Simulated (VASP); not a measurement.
Input for VASP

**KPOINTS**
```
Automatic mesh
0
Gamma
6 6 6
0 0 0
```

### INCAR
```
SYSTEM = SnTe
PREC = Accurate
ENCUT = 400
EDIFF = 1E-6
NELM = 100
ALGO = Normal
LREAL = .FALSE.
LASPH = .TRUE.
ISMEAR = 0
SIGMA = 0.05
GGA = PE
LMAXMIX = 4
LWAVE = .FALSE.
LCHARG = .FALSE.
ISIF = 2
LSORBIT = .TRUE.
MAGMOM = 0 0 0 0 0 0
GGA_COMPAT = .FALSE.
```

POSCAR:
```
SnTe
1
    0.0000000000     3.1600000000     3.1600000000
    3.1600000000     0.0000000000     3.1600000000
    3.1600000000     3.1600000000     0.0000000000
Sn Te
1 1
Direct
  0.0000000000   0.0000000000   0.0000000000
  0.5000000000   0.5000000000   0.5000000000
```

POTCAR, in this order: Sn_d Te (PBE.64 set). Program: vasp_std.

Task: What happens when VASP runs on this input?

Result: There is a fault: LSORBIT needs the non-collinear program vasp_ncl. VASP stops with an error: ERROR: Noncollinear calculations require that VASP is compiled without the flag -DNGXhalf and-DNGZhalf. You probably tried to run a noncollinear calculation (LNONCOLLINEAR=T) with the executable vasp_std. Use vasp_ncl instead! ----> I REFUSE TO CONTINUE WITH THIS SICK JOB ... BYE!!! <----

### standard output
```
 POSCAR found type information on POSCAR SnTe
 POSCAR found :  2 types and       2 ions
 Reading from existing POTCAR

 -----------------------------------------------------------------------------
|                                                                             |
|     EEEEEEE  RRRRRR   RRRRRR   OOOOOOO  RRRRRR      ###     ###     ###     |
|     E        R     R  R     R  O     O  R     R     ###     ###     ###     |
|     E        R     R  R     R  O     O  R     R     ###     ###     ###     |
|     EEEEE    RRRRRR   RRRRRR   O     O  RRRRRR       #       #       #      |
|     E        R   R    R   R    O     O  R   R                               |
|     E        R    R   R    R   O     O  R    R      ###     ###     ###     |
|     EEEEEEE  R     R  R     R  OOOOOOO  R     R     ###     ###     ###     |
|                                                                             |
|     ERROR: Noncollinear calculations require that VASP is compiled          |
|     without the flag -DNGXhalf and-DNGZhalf.                                |
|     You probably tried to run a noncollinear calculation                    |
|     (LNONCOLLINEAR=T) with the executable vasp_std. Use vasp_ncl            |
|     instead!                                                                |
|                                                                             |
|       ---->  I REFUSE TO CONTINUE WITH THIS SICK JOB ... BYE!!! <----       |
|                                                                             |
 -----------------------------------------------------------------------------
```

To mend it, run vasp_ncl.

The mended run (PBE GGA with spin-orbit coupling, plane waves, VASP's PBE PAW potentials (set 64)) converges, and its OSZICAR ends with
```
   1 F= -.76978556E+01 E0= -.76978525E+01  d E =-.615844E-05  mag=     0.0000     0.0000     0.0000
```

The compound is SnTe in the rock salt structure, which distorts at low temperature. The cell was not relaxed at this level.
